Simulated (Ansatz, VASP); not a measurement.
# Ti2CF2 (Ti2CF2 MXene, 3 layers, AA): VASP beside Ansatz

Aim: how closely do two programs agree when they are given the same cell, functional and k mesh? Of the first pair: The structure shown is the start of the Ansatz relaxation below; VASP solves that cell, so the two are compared at the walk's first step.

Main program and level: Ansatz 0.2.0; plane waves, with VASP 6.6.1 beside it; single point at PBE with D4.

### Step 1. The starting structure

The cell holds 15 atoms: 6 F, 6 Ti and 3 C. Its edges and angles: a = 3.100 Å, b = 3.100 Å, c = 67.427 Å, α = 90.0°, β = 90.0°, γ = 120.0°. Vacuum lies along c.

### Step 2. Ansatz: relaxation, PBE with D4

Ansatz runs on its default PAW (the set named soft_2) files.

The two programs are compared at the cell with which this relaxation starts, whose forces are those of its first step.

input.yaml

```yaml
crystal:
  lattice:
    - [3.10024, 0.0, 0.0]
    - [-1.55012, 2.6848865978, 0.0]
    - [0.0, 0.0, 67.4265027275]
  atoms:
    - { symbol: F, position: [0.3333333333, 0.6666666667, 0.3648417018] }
    - { symbol: Ti, position: [0.6666666667, 0.3333333333, 0.3784042968], spin: 1.0 }
    - { symbol: C, position: [0.0, 0.0, 0.3965466007] }
    - { symbol: Ti, position: [0.3333333333, 0.6666666667, 0.4146889047], spin: 1.0 }
    - { symbol: F, position: [0.6666666667, 0.3333333333, 0.4282514997] }
    - { symbol: F, position: [0.3333333333, 0.6666666667, 0.4682951011] }
    - { symbol: Ti, position: [0.6666666667, 0.3333333333, 0.4818576961], spin: -1.0 }
    - { symbol: C, position: [0.0, 0.0, 0.5] }
    - { symbol: Ti, position: [0.3333333333, 0.6666666667, 0.5181423039], spin: -1.0 }
    - { symbol: F, position: [0.6666666667, 0.3333333333, 0.5317048989] }
    - { symbol: F, position: [0.3333333333, 0.6666666667, 0.5717485003] }
    - { symbol: Ti, position: [0.6666666667, 0.3333333333, 0.5853110953], spin: 1.0 }
    - { symbol: C, position: [0.0, 0.0, 0.6034533993] }
    - { symbol: Ti, position: [0.3333333333, 0.6666666667, 0.6215957032], spin: 1.0 }
    - { symbol: F, position: [0.6666666667, 0.3333333333, 0.6351582982] }
  periodic: [true, true, false]
magnetization:
  spin_polarized: true
kpoints:
  mp_grid: { grid: [10, 10, 1] }
hamiltonian:
  xc: pbe
  dispersion: d4
scf:
  occupations: { method: fermi_dirac, width: 0.05 }
  convergence: { dr2_threshold: 1.0e-09 }
relax:
  f_tol: 0.015
  max_steps: 90
  cell: {}
output:
  write_potential: true
  write_density: true
  volumetric_format: npy
```

Launch:

```bash
> ansatz run input.yaml --threads 4 --pin off --max-ram 6144MiB --backend cpu --events-out ev --progress --plain --runs-dir out
```

Numbers of over 12 decimals in the logs are rounded to 6 here.

Output:

```text
Warning: relax.cell: scf.convergence.dr2_threshold = 1e-9 eV is looser than the 1.88268262521e-10 eV advised for a relaxation that steers and ends on the stress (1e-10 eV for each atom of the cell: 15, times the square of relax.cell.stress_2d_tol = 0.05 N/m over 28.2 Å (the atoms' height at the walk's start and 5 Å past either face), 1.771e-2 GPa, over a crystal's default 0.05). What an SCF threshold leaves in a stress goes as its square root, and in the free energy as the threshold itself, and one threshold admits the most on a small cell: [figures from the program's tests cut] Set scf.convergence.dr2_threshold to 1.88268262521e-10 eV or tighter. [rest of the remark cut]
Engine: ansatz 0.2.0, x86_64-unknown-linux-gnu
Pseudopotentials: kind: paw
Pseudopotential: F, paw, valence charge 7, recommended cutoff 420 eV (normal), F.paw.azcp
Pseudopotential: Ti, paw, valence charge 12, recommended cutoff 420 eV (normal), Ti.paw.azcp
Pseudopotential: C, paw, valence charge 4, recommended cutoff 420 eV (normal), C.paw.azcp
Functional definition: PBE
  parameter kappa = 0.804
  parameter beta = 0.066725
  exchange = pbe_x(kappa = kappa, mu = beta*pi^2/3)
  correlation = pbe_c(beta = beta)
Crystal: 15 atoms, lattice volume = 561.244 Å³
Basis set: ecut = 420 eV, 10893 PW (Γ), exchange–correlation on 48×48×960 points (8 copies of the dense FFT grid, shifted against one another)
Bands: 81, of which v1, the nominal top of the filled ones, is band 63 counted from 1 (62 counted from 0)
Symmetry: 12 space group operations
Space group: P-3m1 (ITA 164), of the structure as read, at distance tolerance 8.2e-5 Å
Magnetic group: BNS 164.85 (UNI 1315), of the structure as read, at distance tolerance 8.2e-5 Å
k-points: 14 of 100
Non-local potential: F, projectors of the file, l = 0: 2, l = 1: 2, l = 2: 1
Non-local potential: Ti, projectors of the file, l = 0: 3, l = 1: 2, l = 2: 3, l = 3: 1
Non-local potential: C, projectors of the file, l = 0: 2, l = 1: 2, l = 2: 1
PAW form: soft (Blöchl's): semilocal exchange-correlation on the pseudo side does not see the compensation charge
PAW one-centre angular grid: F, 110 points (default); XC on 64 Gauss nodes
PAW one-centre angular grid: Ti, 590 points (default); XC on 64 Gauss nodes
PAW one-centre angular grid: C, 110 points (default); XC on 64 Gauss nodes
Initial density: superposition of atomic densities (neutral atoms: chi_scale 0, normalization atom)
Starting moments: Σ|m| = 6 μB on 6 of 15 sites
Initial wavefunctions: pseudopotential atomic-orbital guess
Functional: x = pbe(κ = 0.804, μ = 0.219515), c = pbe(β = 0.066725)
SCF iter   1: F=—  HF=-20634.421960 eV  |F-HF|=—  |Δ(HF+E_count)|=         —  Δρ=4.61e-2 (↑4.61e-2 ↓4.27e-2)  dr2=7.19e1  dr2_m=1.02e0  M=0.882 μB ∫|m|=2.899 μB  β_m=0.30  ethr=3.10e-3  ⟨swp⟩=10.3  Hψ=12962  notcnv=0  defer=6
Mixer restart at iter 1: flushing history
preconditioner: auto → LDOS  [metal: Δε(μ)=0.079 eV  Ē_g=9.624 eV  σ=0.050 eV  W_gap=0.37  n_scr=44 (ndim 8)  ℏωp=12.7 eV  f_vac=0.685  D(μ)=5.66/eV (n_scr^D=28)]
spin=Collinear: LDOS preconditioning applied to the charge; magnetization (m = ρ↑ − ρ↓) channel mixes plain (no charge-response kernel on spin).
SCF iter   2: F=—  HF=-20619.655498 eV  |F-HF|=—  |Δ(HF+E_count)|=    1.48e1  Δρ=2.47e-2 (↑2.47e-2 ↓2.21e-2)  dr2=1.91e1  dr2_m=5.65e-1  M=0.778 μB ∫|m|=2.629 μB  β_m=0.45  ethr=3.10e-3  ⟨swp⟩=4.8  Hψ=6084  notcnv=0  defer=122
SCF iter   3: F=—  HF=-20615.157929 eV  |F-HF|=—  |Δ(HF+E_count)|=    4.50e0  Δρ=8.47e-3 (↑8.47e-3 ↓8.10e-3)  dr2=3.38e-1  dr2_m=1.93e-1  M=0.474 μB ∫|m|=1.786 μB  β_m=0.63  ethr=3.10e-3  ⟨swp⟩=5.6  Hψ=5901  notcnv=0  defer=114
SCF iter   4: F=—  HF=-20615.864582 eV  |F-HF|=—  |Δ(HF+E_count)|=   7.07e-1  Δρ=4.83e-3 (↑4.83e-3 ↓3.75e-3)  dr2=2.39e-1  dr2_m=5.36e-2  M=0.256 μB ∫|m|=1.063 μB  β_m=0.69  ethr=2.68e-4  ⟨swp⟩=6.4  Hψ=6530  notcnv=0  defer=101
SCF iter   5: F=—  HF=-20616.046898 eV  |F-HF|=—  |Δ(HF+E_count)|=         —  Δρ=3.12e-3 (↑2.49e-3 ↓3.12e-3)  dr2=7.45e-2  dr2_m=2.62e-2  M=0.069 μB ∫|m|=0.373 μB  β_m=0.69  ethr=1.90e-4  ⟨swp⟩=5.8  Hψ=5982  notcnv=0  defer=95
SCF iter   6: F=—  HF=-20616.031359 eV  |F-HF|=—  |Δ(HF+E_count)|=   1.55e-2  Δρ=1.43e-3 (↑1.29e-3 ↓1.43e-3)  dr2=4.18e-2  dr2_m=1.78e-3  M=0.028 μB ∫|m|=0.177 μB  β_m=0.62  ethr=5.91e-5  ⟨swp⟩=4.5  Hψ=3959  notcnv=0  defer=94
[...]
SCF converged after 4 iterations
Magnetization: 0.0000 μB (63.0000 up, 63.0000 down)
Absolute magnetization: 0.0000 μB (∫|ρ↑−ρ↓|, with the PAW one-centre terms)
Spin contamination: 0.0000 ħ² per cell (⟨S²⟩ above its minimum at these occupations)
Per-site moments (μB) at R_I (Å): [(1.2832454091645022e-8, 0.889893), (3.161961601071672e-7, 0.862063), (-2.387575833839215e-7, 0.861996), (4.273274488518535e-7, 0.861996), (-2.9412172128056424e-8, 0.888614), (5.786982547157786e-9, 0.888606), (-3.689017064609643e-7, 0.861987), (2.3156530366553246e-7, 0.861987), (-3.6890170639991525e-7, 0.861987), (5.7869825150417535e-9, 0.888606), (-2.9412172104568703e-8, 0.888614), (4.273274488124918e-7, 0.861996), (-2.3875758338289137e-7, 0.861996), (3.161961601959787e-7, 0.862063), (1.2832454065658326e-8, 0.889893)]
Free energy (F): -20619.867063 eV
Harris-Foulkes:  -20619.867063 eV  (|F-HF|=2.33e-10)
Internal energy: -20619.826565 eV  (E = F + TS)
E sigma→0 (E₀):  -20619.846814 eV
Entropy (-TS):   -0.040498 eV (-2.700 meV/atom)
Fermi energy:    -4.862049 eV
--- Per-component energies (eV) ---
  E_band       = -3200.930652
  E_kinetic    = 3155.807505
  E_local      = -1766584.672173  (includes V_loc(G=0)·N_el)
  E_nonlocal   = 561.246341
  E_hartree    = 881319.615994
  E_xc         = -1217.674589
  E_vxc        = -1537.462355  (∫ρ·V_xc dr)
  E_paw        = -7782.210629  (= ΣΔE_a)
  E_vpaw       = -1435.094886  (= ΣTr[D̂ρ^β])
  E_aug_tail   = 0.012958  (compensation charges beyond the density's cutoff)
  E_ewald      = 869930.494433
  E_disp       = -2.446406  (pairwise vdW)
  E_smearing   = -0.040498  (= −TS)
  E_closure    = 0.000000  (closes the sum)
  Σ components = -20619.867063   (vs F -20619.867063, Δ=0.00e0)
--- Forces (eV/Å), atoms counted from 1 ---
  atom   1  F     -0.00000000     0.00000000    -0.00013308
  atom   2  Ti     0.00000000    -0.00000000    -0.00016258
  atom   3  C     -0.00000000     0.00000000    -0.00028671
  atom   4  Ti    -0.00000000     0.00000000     0.00020686
  atom   5  F      0.00000000    -0.00000000     0.00042105
  atom   6  F     -0.00000000     0.00000000    -0.00062339
  atom   7  Ti     0.00000000    -0.00000000     0.00024462
  atom   8  C      0.00000000    -0.00000000     0.00000000
  atom   9  Ti    -0.00000000     0.00000000    -0.00024462
  atom  10  F      0.00000000    -0.00000000     0.00062339
  atom  11  F     -0.00000000     0.00000000    -0.00042105
  atom  12  Ti     0.00000000    -0.00000000    -0.00020686
  atom  13  C      0.00000000    -0.00000000     0.00028671
  atom  14  Ti    -0.00000000     0.00000000     0.00016258
  atom  15  F      0.00000000    -0.00000000     0.00013308
  max |Σ_I F_I| component: 1.85e-17 eV/Å
--- 2D stress c σ (N/m, compression-positive) ---
        0.003897       0.000000      -0.000000
        0.000000       0.003897       0.000000
       -0.000000       0.000000       0.000000
  P = ½ c Tr σ = 0.0039 N/m
--- Band table (eV; the first three rows and the last of 28) ---
  k-point 0 ↑: bands = [... 59 lower, -7.4790, -4.8657, -4.8657, -4.8629, -4.8629, -4.8615, -4.8615, -4.5980, ... 14 higher]
  k-point 1 ↑: bands = [... 59 lower, -7.5526, -5.0522, -5.0513, -5.0511, -4.6906, -4.6874, -4.6853, -4.4741, ... 14 higher]
  k-point 2 ↑: bands = [... 59 lower, -7.6868, -5.5541, -5.5468, -5.5393, -4.2402, -4.2370, -4.2343, -4.1322, ... 14 higher]
  k-point 13 ↓: bands = [... 59 lower, -8.2861, -4.5278, -4.5209, -4.5141, -4.1818, -4.1611, -4.1393, -3.4155, ... 14 higher]
  the weakly bound empty levels are not read free of the cell's end (no_gap_told)
--- Relaxed structure (9 steps of the walk, 9 accepted, 3 SCFs on fresh bases) ---
  F+E_penalty+E_count = -20619.86706320 eV   max|allowed force component| = 6.234e-4 eV/Å   (the final SCF, on the basis selected at the relaxed cell)
  cell:  # Å, volume = 539.4329 Å³
    - [3.039401, 0, 0]
    - [-1.519701, 2.632199, 0]
    - [0, 0, 67.4265027275]
  atoms:
    - { symbol: F, position: [0.333333, 0.666667, 0.357475] }
    - { symbol: Ti, position: [0.666667, 0.333333, 0.376086] }
    - { symbol: C, position: [-1.6857054367294437e-18, -3.3714108734589806e-18, 0.392919] }
    - { symbol: Ti, position: [0.333333, 0.666667, 0.409747] }
    - { symbol: F, position: [0.666667, 0.333333, 0.428279] }
    - { symbol: F, position: [0.333333, 0.666667, 0.464641] }
    - { symbol: Ti, position: [0.666667, 0.333333, 0.483172] }
    - { symbol: C, position: [0, 0, 0.5] }
    - { symbol: Ti, position: [0.333333, 0.666667, 0.516828] }
    - { symbol: F, position: [0.666667, 0.333333, 0.535359] }
    - { symbol: F, position: [0.333333, 0.666667, 0.571721] }
    - { symbol: Ti, position: [0.666667, 0.333333, 0.590253] }
    - { symbol: C, position: [1.6857054367295378e-18, 3.3714108734589817e-18, 0.607081] }
    - { symbol: Ti, position: [0.333333, 0.666667, 0.623914] }
    - { symbol: F, position: [0.666667, 0.333333, 0.642525] }
```

Reading the cycles: dr2 is the Hartree energy of the density residual (eV), the measure of convergence; HF is the Harris–Foulkes estimate of the energy, which meets the free energy F at convergence.

(Continued in part 2 of 3.)

[Lines on the potential files, build, host, timing and source positions are cut from VASP's logs without a mark.]

[Logs are printed without paths, hosts, clocks, repeated set-up lines and the standing remarks that a program may print on its own settings, such as how far it seeks lower states.]

[Hosts, paths, dates, database ids (printed as entryN), source tags and the programs' standing remarks are cut or masked in the printed files.]
